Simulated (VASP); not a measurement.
```
CELL_PARAMETERS angstrom
      0.00000     3.28706     3.28706
      3.28706     0.00000     3.28706
      3.28706     3.28706     0.00000
ATOMIC_POSITIONS crystal
  In 0.00000 0.00000 0.00000
  Sb 0.25000 0.25000 0.25000
```

Calculation: optB86b-vdW, VASP's PBE PAW potentials (set 64) (plane waves; VASP 6.6.1). Run with 520 eV cut-off, 11×11×11 Γ-centred mesh, tetrahedra with Blöchl corrections, potentials In_d Sb.

Unless said otherwise, spin-orbit coupling is left out, though it shifts the bands of the heavy elements here.

Problem. Tabulate the total density of states (states/eV per cell) against energy (eV; zero at the valence-band maximum or, without a gap, the Fermi level).

Solution. 
```
E (eV) | DOS (states/eV)
    -9.92 | ###### 0.56
    -9.80 | ####### 0.66
    -9.57 | ######### 0.89
    -9.45 | ########### 1.05
    -9.21 | ################### 1.80
    -9.09 | #################### 1.95
    -8.86 | ##################### 1.99
    -8.74 | ######################## 2.32
    -8.62 | #### 0.38
    -8.38 |  0.00
    -8.27 |  0.00
    -8.03 |  0.00
    -7.91 |  0.00
    -7.67 |  0.00
    -7.56 |  0.00
    -7.44 |  0.00
    -7.20 |  0.00
    -7.08 |  0.00
    -6.85 |  0.00
    -6.73 |  0.00
    -6.49 |  0.00
    -6.38 |  0.00
    -6.26 |  0.00
    -6.02 |  0.00
    -5.90 |  0.00
    -5.67 | ############## 1.33
    -5.55 | ##################### 1.96
    -5.31 | #################### 1.93
    -5.19 | ############# 1.25
    -5.07 | ########## 0.95
    -4.84 | ####### 0.69
    -4.72 | ###### 0.59
    -4.48 | ##### 0.45
    -4.37 | #### 0.41
    -4.13 | ### 0.33
    -4.01 | ### 0.29
    -3.89 | ### 0.26
    -3.66 | ## 0.22
    -3.54 | ## 0.20
    -3.30 | ## 0.16
    -3.18 | # 0.14
    -2.95 | ####### 0.62
    -2.83 | ################### 1.83
    -2.59 | ################ 1.55
    -2.47 | ############## 1.35
    -2.35 | ################ 1.55
    -2.12 | ##################### 2.04
    -2.00 | ###################### 2.11
    -1.76 | ##################### 1.98
    -1.65 | #################### 1.94
    -1.41 | ################### 1.83
    -1.29 | ################### 1.78
    -1.17 | ################## 1.75
    -0.94 | ############### 1.41
    -0.82 | ########### 1.02
    -0.58 | ####### 0.63
    -0.46 | ##### 0.49
    -0.23 | ## 0.23
    -0.11 | # 0.13
     0.01 |  0.00
     0.25 |  0.00
     0.36 |  0.01
     0.60 | # 0.08
     0.72 | ## 0.16
     0.95 | #### 0.38
     1.07 | ##### 0.49
     1.19 | ###### 0.59
     1.43 | ########### 1.09
     1.55 | ############### 1.41
     1.78 | ############################## 2.87
     1.90 | ######################## 2.28
     2.14 | ############ 1.15
     2.25 | ########## 0.91
     2.37 | ########### 1.04
     2.61 | ########## 0.94
     2.73 | ########## 0.99
     2.96 | ########## 0.97
     3.08 | ########### 1.05
     3.32 | ############ 1.18
     3.44 | ################### 1.78
```
Within 2 eV below the Fermi level the largest weight inside VASP's projection spheres is Sb p, then In p.

The compound is InSb in the zinc blende structure. It was relaxed first.
